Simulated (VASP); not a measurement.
Level of theory: PBE GGA, VASP's PBE PAW potentials (set 64) (plane waves; VASP 6.6.1).

VASP ran on this input.

### INCAR
```
SYSTEM  =  InAs
PREC  =  Accurate; ENCUT  =  520; LREAL  =  .FALSE.
LASPH  =  .TRUE.
EDIFF  =  1E-6; NELM  =  100; ALGO  =  Normal
LMAXMIX  =  4
ISMEAR  =  0; SIGMA  =  0.05
GGA  =  PE
IBRION  =  2; NSW  =  60; ISIF  =  3
EDIFFG  =  -0.01
LWAVE  =  .FALSE.; LCHARG  =  .FALSE.
```

**POSCAR**
```
InAs
1
    0.0000000000     3.0300000000     3.0300000000
    3.0300000000     0.0000000000     3.0300000000
    3.0300000000     3.0300000000     0.0000000000
In As
1 1
Direct
  0.0000000000   0.0000000000   0.0000000000
  0.2500000000   0.2500000000   0.2500000000
```

### KPOINTS
```
Automatic mesh
0
Gamma
7 7 7
0 0 0
```

POTCAR, in this order: In_d As (PBE.64 set). Program: vasp_std.

The run wrote:

**OSZICAR**
```
       N       E                     dE             d eps       ncg     rms          rms(c)
DAV:   1     0.116815005161E+03    0.11682E+03   -0.86376E+03   520   0.150E+03
DAV:   2     0.700534108929E+00   -0.11611E+03   -0.11264E+03   525   0.331E+02
DAV:   3    -0.772385009311E+01   -0.84244E+01   -0.83625E+01   695   0.928E+01
DAV:   4    -0.794088104986E+01   -0.21703E+00   -0.21691E+00   600   0.167E+01
DAV:   5    -0.794910012947E+01   -0.82191E-02   -0.82189E-02   764   0.285E+00    0.448E+00
DAV:   6    -0.769548874593E+01    0.25361E+00   -0.45796E-01   770   0.127E+01    0.254E+00
DAV:   7    -0.767161532561E+01    0.23873E-01   -0.14373E-01   751   0.369E+00    0.720E-01
DAV:   8    -0.767251519836E+01   -0.89987E-03   -0.13478E-02   623   0.169E+00    0.210E-01
DAV:   9    -0.767319833343E+01   -0.68314E-03   -0.13146E-03   610   0.439E-01    0.121E-01
DAV:  10    -0.767330671221E+01   -0.10838E-03   -0.17390E-04   738   0.185E-01    0.828E-02
DAV:  11    -0.767334699792E+01   -0.40286E-04   -0.13274E-04   560   0.129E-01    0.625E-02
DAV:  12    -0.767334930822E+01   -0.23103E-05   -0.94412E-06   560   0.262E-02    0.167E-02
DAV:  13    -0.767334952146E+01   -0.21324E-06   -0.19872E-06   609   0.952E-03
   1 F= -.76733495E+01 E0= -.76732371E+01  d E =-.767335E+01
       N       E                     dE             d eps       ncg     rms          rms(c)
DAV:   1    -0.890559472928E+01   -0.12322E+01   -0.34618E+01   660   0.138E+02    0.638E+00
DAV:   2    -0.791421808276E+01    0.99138E+00   -0.19794E+00   625   0.316E+01    0.267E+00
DAV:   3    -0.771084734940E+01    0.20337E+00   -0.73017E-01   670   0.179E+01    0.109E+00
DAV:   4    -0.770972980486E+01    0.11175E-02   -0.29040E-02   545   0.199E+00    0.733E-01
DAV:   5    -0.770662506136E+01    0.31047E-02   -0.21041E-03   578   0.520E-01    0.402E-01
DAV:   6    -0.770602732930E+01    0.59773E-03   -0.12008E-03   658   0.417E-01    0.433E-02
DAV:   7    -0.770602827832E+01   -0.94902E-06   -0.11081E-04   640   0.201E-01    0.266E-02
DAV:   8    -0.770602936555E+01   -0.10872E-05   -0.39162E-05   635   0.117E-01    0.358E-03
DAV:   9    -0.770603002700E+01   -0.66145E-06   -0.12251E-06   450   0.130E-02
   2 F= -.77060300E+01 E0= -.77059176E+01  d E =-.326805E-01
       N       E                     dE             d eps       ncg     rms          rms(c)
DAV:   1    -0.781817864199E+01   -0.11215E+00   -0.26575E+00   660   0.332E+01    0.212E+00
DAV:   2    -0.772666056498E+01    0.91518E-01   -0.20448E-01   625   0.115E+01    0.734E-01
DAV:   3    -0.771197981022E+01    0.14681E-01   -0.45308E-02   670   0.468E+00    0.425E-01
DAV:   4    -0.771186128392E+01    0.11853E-03   -0.16967E-03   530   0.418E-01    0.296E-01
DAV:   5    -0.771167170453E+01    0.18958E-03   -0.23244E-04   623   0.163E-01    0.109E-01
DAV:   6    -0.771168053655E+01   -0.88320E-05   -0.92654E-05   797   0.121E-01    0.277E-02
DAV:   7    -0.771167373797E+01    0.67986E-05   -0.11593E-05   673   0.568E-02    0.385E-03
DAV:   8    -0.771167388591E+01   -0.14793E-06   -0.97834E-07   305   0.220E-02
   3 F= -.77116739E+01 E0= -.77115614E+01  d E =-.383244E-01
```

File OUTCAR:
```
------------------------ aborting loop because EDIFF is reached ----------------------------------------
  FORCE on cell =-STRESS in cart. coord.  units (eV):
  Direction    XX          YY          ZZ          XY          YZ          ZX
  --------------------------------------------------------------------------------------
  Total        0.0089869      0.0089869      0.0089869      0.0000000     -0.0000000      0.0000000
  in kB        0.2429452      0.2429452      0.2429452      0.0000000     -0.0000000      0.0000000
  external PRESSURE =       0.2429452 kB  Pullay stress =       0.0000000 kB
  volume of cell :       59.27
      direct lattice vectors                 reciprocal lattice vectors
    -0.000000000  3.094526708  3.094526708    -0.161575597  0.161575597  0.161575597
     3.094526708 -0.000000000  3.094526708     0.161575597 -0.161575597  0.161575597
     3.094526708  3.094526708 -0.000000000     0.161575597  0.161575597 -0.161575597
  FREE ENERGIE OF THE ION-ELECTRON SYSTEM (eV)
  ---------------------------------------------------
  free  energy   TOTEN  =        -7.7116738859 eV

  energy  without entropy=       -7.7114490137  energy(sigma->0) =       -7.71156145

 reached required accuracy - stopping structural energy minimisation
```
(Selected blocks of OUTCAR.)

CONTCAR:
```
InAs
   1.00000000000000
    -0.0000000000000000    3.0945267076628276    3.0945267076628276
     3.0945267076628276   -0.0000000000000000    3.0945267076628276
     3.0945267076628276    3.0945267076628276   -0.0000000000000000
  In              As
     1     1
Direct
     0.0000000000000000    0.0000000000000000    0.0000000000000000
     0.2500000000000000    0.2500000000000000    0.2500000000000000
```

Energy and stress use the plane-wave basis of the starting cell.

The compound is InAs in the zinc blende structure. This run relaxes it. Symmetry was kept, so distortions that lower it aren't found.
